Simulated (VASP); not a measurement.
The system is ZnS.

```
Zn S
1.0
     0.00000    2.70200    2.70200
     2.70200    0.00000    2.70200
     2.70200    2.70200    0.00000
Zn S
1 1
Direct
  0.25000 0.25000 0.25000
  0.00000 0.00000 0.00000
```

| Property | Result |
| --- | --- |
| Program | VASP 6.6.1 |
| Task | relaxation of cell and atoms |
| Functional | PBE |
| Potentials or basis | VASP PAW PBE potentials, release 64 (Zn, S) |
| Cutoff | 520 eV |
| k mesh | 10 × 10 × 10 |
| Occupations | gaussian, width 0.02 eV |
| Spin | no spin polarisation |

At the start: pressure 1.8 GPa; volume 19.73 Å³/atom.

**Question.** How do energy, volume and symmetry change on relaxing?

**Answer.** Over 3 steps the energy falls by 2.5 meV/atom and the volume is 20.20 Å³/atom (+2.4 %); space group F-43m (No. 216, to 0.05 Å).

The path:
```csv
step,energy change (eV),largest force (eV/Å),pressure (GPa),volume (Å³)
1,0.0000,0.0000,1.76,39.45
2,-0.0046,0.0000,-0.49,40.70
3,-0.0051,0.0000,0.00,40.41
```

Final structure:
```
Zn S
1.0
     0.00000    2.72357    2.72357
     2.72357    0.00000    2.72357
     2.72357    2.72357    0.00000
Zn S
1 1
Direct
  0.25000 0.25000 0.25000
  0.00000 0.00000 0.00000
```
